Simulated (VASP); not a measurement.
Consider the following.

```
Ti
1.0
    1.48478    -2.57172     0.00000
    1.48478     2.57172     0.00000
    0.00000     0.00000     4.68543
Ti
2
Cartesian
  1.48478   0.85724   1.17136
  1.48478  -0.85724   3.51407
```

Computed with r2SCAN meta-GGA, VASP's PBE PAW potentials (set 64) (plane waves; VASP 6.6.1). Numerical set-up: 520 eV cut-off, 14×14×8 Γ-centred mesh, first-order Methfessel-Paxton smearing of 0.10 eV, potentials Ti_sv.

### Question
Predict the energy per atom (σ→0), pressure, band gap (on the k-mesh) with the smallest direct gap where there is one.

### Answer

The band gap (on the k-mesh) is none (metal, semimetal or under 0.01 eV). The energy per atom (σ→0) is -12.946 eV/atom and the pressure comes out as -3.45 GPa.

The compound is Ti in the hcp structure. This cell is one point of a volume scan, at 1.03 of the reference volume.
